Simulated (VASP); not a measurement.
# CoSn: how cutoff and mesh change the relaxed cell, part 2 of 2

Aim: test the relaxed volume of CoSn against cutoff and mesh. The starting structure is a computed structure from the Materials Project. The first relaxation on each setting starts from this cell expanded by 3 % in volume.

VASP 6.6.1.

Results so far: reference 16.38 Å³ an atom; a cutoff of 270 eV 16.27 Å³ an atom.

## (4) Relaxation with a 4×4×4 mesh

Level of this step: PBEsol, spin-polarised from a ferromagnetic start; plane waves and PAW (Sn_d, Co) (VASP).

Against step 2 the input has a 4×4×4 mesh. This run starts from the cell of an earlier relaxation, which isn't shown; the restart sets up the plane waves anew.

File INCAR:

```
SYSTEM = CoSn
PREC = Accurate
ENCUT = 450
EDIFF = 1E-06
NELM = 100
ISMEAR = 1
SIGMA = 0.15
LREAL = .FALSE.
ALGO = Normal
GGA = PS
NBANDS = 49
ISPIN = 2
MAGMOM = 0 0 0 2 2 2
LASPH = .TRUE.
LMAXMIX = 4
LORBIT = 11
LWAVE = .FALSE.
LCHARG = .FALSE.
KPAR = 8
IBRION = 2
NSW = 50
ISIF = 3
EDIFFG = -0.006
```

File POSCAR:

```
CoSn
1.0
    5.2258685120      0.0000000000      0.0000000000
   -2.6129342560      4.5257348883      0.0000000000
    0.0000000000      0.0000000000      4.1591856057
Sn Co
3 3
Direct
    0.0000000000      0.0000000000      0.0000000000
    0.3333333333      0.6666666667      0.5000000000
    0.6666666667      0.3333333333      0.5000000000
    0.5000000000      0.0000000000      0.0000000000
    0.5000000000      0.5000000000      0.0000000000
    0.0000000000      0.5000000000      0.0000000000
```

File KPOINTS:

```
Automatic mesh
0
Gamma
4 4 4
0 0 0
```

PAW data sets: Sn_d and Co (PBE family, release 64).

Command:

```console
$ mpirun -np 8 vasp_std
```

Log:

```text
[... set-up lines as in an earlier step ...]
 entering main loop
       N       E                     dE             d eps       ncg     rms          rms(c)
DAV:   1     0.668852527812E+03    0.66885E+03   -0.27353E+04  2448   0.207E+03
DAV:   2     0.701415877144E+02   -0.59871E+03   -0.57042E+03  2352   0.534E+02
DAV:   3    -0.338580052791E+02   -0.10400E+03   -0.10062E+03  2514   0.197E+02
DAV:   4    -0.391079530592E+02   -0.52499E+01   -0.52266E+01  2702   0.510E+01
[...]
DAV:  13    -0.369532222513E+02   -0.28503E-04   -0.95980E-05  2740   0.817E-02    0.296E-02
DAV:  14    -0.369532266034E+02   -0.43520E-05   -0.19634E-05  2870   0.359E-02    0.126E-02
DAV:  15    -0.369532272284E+02   -0.62503E-06   -0.34636E-06  2586   0.133E-02
   1 F= -.36953227E+02 E0= -.36954392E+02  d E =-.369532E+02  mag=    -0.0001
[...]
N       E                     dE             d eps       ncg     rms          rms(c)
DAV:   1    -0.369537357706E+02   -0.50917E-03   -0.85054E-03  2805   0.939E-01    0.166E-01
DAV:   2    -0.369540323850E+02   -0.29661E-03   -0.32611E-03  2670   0.669E-01    0.210E-01
DAV:   3    -0.369533049700E+02    0.72741E-03   -0.16438E-03  2758   0.481E-01    0.550E-02
DAV:   4    -0.369532454319E+02    0.59538E-04   -0.14701E-04  3212   0.127E-01    0.109E-02
DAV:   5    -0.369532454069E+02    0.25029E-07   -0.20602E-05  2763   0.421E-02    0.351E-03
DAV:   6    -0.369532456032E+02   -0.19628E-06   -0.14592E-06  1666   0.119E-02
   2 F= -.36953246E+02 E0= -.36954367E+02  d E =-.183748E-04  mag=    -0.0000
 trial-energy change:   -0.000018  1 .order   -0.000016   -0.000040    0.000008
 step:   0.8271(harm=  0.8271)  dis= 0.00000  next Energy=   -36.953244 (dE=-0.166E-04)
 reached required accuracy - stopping structural energy minimisation
```

The job ended after 22 s (8 MPI ranks of Intel Xeon 6975P-C (Granite Rapids), shared host; peak memory 2.3 GiB; 2.6 min of CPU time).

From OUTCAR (step 4):

```text
  Total        0.0084384      0.0084384      0.0130442      0.0000000     -0.0000000      0.0000000
  in kB        0.1375353      0.1375353      0.2126036      0.0000000     -0.0000000      0.0000000
  external PRESSURE =       0.1625581 kB  Pullay stress =       0.0000000 kB

 POSITION                                       TOTAL-FORCE (eV/Angst)
 -----------------------------------------------------------------------------------
      5.22554      0.00000     -0.00000         0.000000     -0.000000      0.000000
     -0.00000      3.01697      2.07843        -0.000000     -0.000000     -0.000000
      2.61277      1.50848      2.07843         0.000000      0.000000      0.000000
      2.61277      0.00000     -0.00000         0.000000      0.000000      0.000000
      1.30638      2.26272     -0.00000         0.000000      0.000000      0.000000
      3.91915      2.26272     -0.00000         0.000000     -0.000000      0.000000
 -----------------------------------------------------------------------------------
    total drift:                                0.000000      0.000000     -0.000000

  FREE ENERGIE OF THE ION-ELECTRON SYSTEM (eV)
  ---------------------------------------------------
  free  energy   TOTEN  =       -36.9532456032 eV

  energy  without entropy=      -36.9566106155  energy(sigma->0) =      -36.95436727

 magnetization (x)
# of ion       s       p       d       tot
------------------------------------------
    1        0.000   0.000   0.000   0.000
    2        0.000   0.000   0.000   0.000
    3        0.000   0.000   0.000   0.000
    4       -0.000  -0.000  -0.000  -0.000
    5       -0.000  -0.000  -0.000  -0.000
    6       -0.000  -0.000  -0.000  -0.000
--------------------------------------------------
tot          0.000   0.000  -0.000  -0.000

[... 1 part as in an earlier step ...]

[... 3 further parts left out ...]
[key lines of the parts left out:]
E-fermi :  10.3412
```

With a 4×4×4 mesh the cell ends at 16.383 Å³ an atom, +0.02 % from the reference.

## (5) Relaxation with a cutoff of 600 eV

Against step 2 the input has ENCUT = 600. This run starts from the cell of an earlier relaxation, which isn't shown; the restart sets up the plane waves anew.

Changes to INCAR since step 4:

```diff
@@ -2,3 +2,3 @@
 PREC = Accurate
-ENCUT = 450
+ENCUT = 600
 EDIFF = 1E-06
```

Changes to POSCAR since step 4:

```diff
@@ -2,5 +2,5 @@
 1.0
-    5.2258685120      0.0000000000      0.0000000000
-   -2.6129342560      4.5257348883      0.0000000000
-    0.0000000000      0.0000000000      4.1591856057
+    5.2214520202      0.0000000000      0.0000000000
+   -2.6107260101      4.5219100942      0.0000000000
+    0.0000000000      0.0000000000      4.1640608116
 Sn Co
```

File KPOINTS:

```
Automatic mesh
0
Gamma
9 9 8
0 0 0
```

Command:

```console
$ mpirun -np 8 vasp_std
```

Log:

```text
[... set-up lines as in an earlier step ...]
 entering main loop
       N       E                     dE             d eps       ncg     rms          rms(c)
DAV:   1     0.734880526881E+03    0.73488E+03   -0.32909E+04 12122   0.247E+03
DAV:   2     0.848466501311E+02   -0.65003E+03   -0.61915E+03 11760   0.598E+02
DAV:   3    -0.325422621008E+02   -0.11739E+03   -0.11322E+03 12068   0.220E+02
DAV:   4    -0.390258870405E+02   -0.64836E+01   -0.64414E+01 13577   0.572E+01
[...]
DAV:  14    -0.369707084733E+02   -0.31541E-05   -0.19683E-05 14990   0.326E-02    0.137E-02
DAV:  15    -0.369707102822E+02   -0.18089E-05   -0.38963E-06 11984   0.185E-02    0.528E-03
DAV:  16    -0.369707102630E+02    0.19163E-07   -0.56232E-07  8172   0.641E-03
   1 F= -.36970710E+02 E0= -.36975227E+02  d E =-.369707E+02  mag=    -0.0000
[...]
reached required accuracy - stopping structural energy minimisation
```

It took 65 s on 8 MPI ranks; peak memory 5 GiB; 8.5 min of CPU time.

OUTCAR, selected parts (step 5):

```text
  Total       -0.0118891     -0.0118891     -0.0355666      0.0000000     -0.0000000      0.0000000
  in kB       -0.1937446     -0.1937446     -0.5795926      0.0000000     -0.0000000      0.0000000
  external PRESSURE =      -0.3223606 kB  Pullay stress =       0.0000000 kB

 POSITION                                       TOTAL-FORCE (eV/Angst)
 -----------------------------------------------------------------------------------
      0.00000      0.00000      0.00000        -0.000000      0.000000      0.000000
     -0.00000      3.01461      2.08203        -0.000000      0.000000      0.000000
      2.61073      1.50730      2.08203         0.000000      0.000000      0.000000
      2.61073      0.00000      0.00000        -0.000000      0.000000      0.000000
      1.30536      2.26096      0.00000        -0.000000      0.000000      0.000000
     -1.30536      2.26096      0.00000        -0.000000      0.000000      0.000000
 -----------------------------------------------------------------------------------
    total drift:                                0.000000      0.000000     -0.000000

  FREE ENERGIE OF THE ION-ELECTRON SYSTEM (eV)
  ---------------------------------------------------
  free  energy   TOTEN  =       -36.9707102630 eV

  energy  without entropy=      -36.9842603625  energy(sigma->0) =      -36.97522696

 magnetization (x)
# of ion       s       p       d       tot
------------------------------------------
    1        0.000  -0.000   0.000  -0.000
    2       -0.000  -0.000  -0.000  -0.000
    3       -0.000  -0.000  -0.000  -0.000
    4        0.000   0.000   0.000   0.000
    5        0.000   0.000   0.000   0.000
    6        0.000   0.000   0.000   0.000
--------------------------------------------------
tot          0.000  -0.000   0.000   0.000

[... 2 parts as in an earlier step ...]

[... 2 further parts left out ...]
[key lines of the parts left out:]
E-fermi :  10.1624
```

With a cutoff of 600 eV the cell ends at 16.386 Å³ an atom, +0.04 % from the reference.

## (6) Relaxation with a 9×9×10 mesh

Against step 2 the input has a 9×9×10 mesh. This run starts from the cell of an earlier relaxation, which isn't shown; the restart sets up the plane waves anew.

Changes to INCAR since step 5:

```diff
@@ -2,3 +2,3 @@
 PREC = Accurate
-ENCUT = 600
+ENCUT = 450
 EDIFF = 1E-06
```

Changes to POSCAR since step 5:

```diff
@@ -2,5 +2,5 @@
 1.0
-    5.2214520202      0.0000000000      0.0000000000
-   -2.6107260101      4.5219100942      0.0000000000
-    0.0000000000      0.0000000000      4.1640608116
+    5.2208609479      0.0000000000      0.0000000000
+   -2.6104304739      4.5213982105      0.0000000000
+    0.0000000000      0.0000000000      4.1653987683
 Sn Co
```

File KPOINTS:

```
Automatic mesh
0
Gamma
9 9 10
0 0 0
```

Command:

```console
$ mpirun -np 8 vasp_std
```

Log:

```text
[... set-up lines as in an earlier step ...]
 entering main loop
       N       E                     dE             d eps       ncg     rms          rms(c)
DAV:   1     0.663164665387E+03    0.66316E+03   -0.27594E+04 14808   0.207E+03
DAV:   2     0.676218737509E+02   -0.59554E+03   -0.56791E+03 14112   0.526E+02
DAV:   3    -0.339456259370E+02   -0.10157E+03   -0.98425E+02 14757   0.196E+02
DAV:   4    -0.390568324097E+02   -0.51112E+01   -0.50881E+01 16207   0.503E+01
[...]
DAV:  14    -0.369658491772E+02   -0.23073E-05   -0.20888E-05 18581   0.347E-02    0.123E-02
DAV:  15    -0.369658507878E+02   -0.16106E-05   -0.40849E-06 14122   0.195E-02    0.451E-03
DAV:  16    -0.369658505305E+02    0.25726E-06   -0.47916E-07  9465   0.582E-03
   1 F= -.36965851E+02 E0= -.36971055E+02  d E =-.369659E+02  mag=    -0.0002
[...]
reached required accuracy - stopping structural energy minimisation
```

Wall time 36 s (8 MPI ranks); peak memory 4 GiB.

Parts of OUTCAR (step 6):

```text
  Total       -0.0164545     -0.0164545     -0.0297587     -0.0000000      0.0000000     -0.0000000
  in kB       -0.2681161     -0.2681161     -0.4849006     -0.0000000      0.0000000     -0.0000000
  external PRESSURE =      -0.3403776 kB  Pullay stress =       0.0000000 kB

 POSITION                                       TOTAL-FORCE (eV/Angst)
 -----------------------------------------------------------------------------------
      0.00000      0.00000      0.00000         0.000000     -0.000000      0.000000
     -0.00000      3.01427      2.08270         0.000000      0.000000      0.000000
      2.61043      1.50713      2.08270        -0.000000     -0.000000     -0.000000
      2.61043      0.00000      0.00000         0.000000     -0.000000      0.000000
      1.30522      2.26070      0.00000        -0.000000     -0.000000      0.000000
     -1.30522      2.26070      0.00000         0.000000     -0.000000      0.000000
 -----------------------------------------------------------------------------------
    total drift:                                0.000000      0.000000     -0.000000

  FREE ENERGIE OF THE ION-ELECTRON SYSTEM (eV)
  ---------------------------------------------------
  free  energy   TOTEN  =       -36.9658505305 eV

  energy  without entropy=      -36.9814638591  energy(sigma->0) =      -36.97105497

 magnetization (x)
# of ion       s       p       d       tot
------------------------------------------
    1       -0.000  -0.000   0.000  -0.000
    2       -0.000  -0.000  -0.000  -0.000
    3       -0.000  -0.000  -0.000  -0.000
    4        0.000   0.000   0.000   0.000
    5        0.000   0.000   0.000   0.000
    6        0.000   0.000   0.000   0.000
--------------------------------------------------
tot         -0.000  -0.000   0.000   0.000

[... 1 part as in an earlier step ...]

[... 3 further parts left out ...]
[key lines of the parts left out:]
E-fermi :  10.1793
```

With a 9×9×10 mesh the cell ends at 16.388 Å³ an atom, +0.05 % from the reference.

## (7) Comparison

```csv
run,volume (Å³/atom),change (%),pressure left (GPa),core minutes
reference,16.38,-,-0.01,38.5
a cutoff of 270 eV,16.269,-0.68,-0.02,14.7
a 4×4×4 mesh,16.383,0.02,0.02,11.3
a cutoff of 600 eV,16.386,0.04,-0.03,45.5
a 9×9×10 mesh,16.388,0.05,-0.03,29.2
```

Core minutes are wall time times ranks, summed over the relaxations behind a row (those for a bulk modulus apart), on shared hosts.

## (8) What came out

```json
{
  "volume of the reference": "16.38 Å³/atom",
  "volume against the reference, a cutoff of 270 eV": "-0.68 %",
  "volume against the reference, a 4×4×4 mesh": "+0.02 %",
  "volume against the reference, a cutoff of 600 eV": "+0.04 %",
  "volume against the reference, a 9×9×10 mesh": "+0.05 %"
}
```

What this shows: The volume moves most with a cutoff of 270 eV: -0.68 % against the reference (450 eV, 9×9×8 mesh). On finer settings it changes by +0.04 % with a cutoff of 600 eV and +0.05 % with a 9×9×10 mesh, not denser along every axis. The relaxations stop with up to 0.03 GPa left, which at a bulk modulus of 50 GPa, to name a scale, is 0.07 % of the volume, and more along a soft axis. A cell that shrinks at the lower cutoff is the usual mark of Pulay stress, the error that a plane-wave basis makes when it is kept while the volume changes. Further runs on this material are not shown.

[Lines on the potential files, build, host, timing and source positions are cut from VASP's logs without a mark.]

[Logs are printed without paths, hosts, clocks, repeated set-up lines and the standing remarks that a program may print on its own settings, such as how far it seeks lower states.]

[Hosts, paths, dates, database ids (printed as entryN), source tags and the programs' standing remarks are cut or masked in the printed files.]
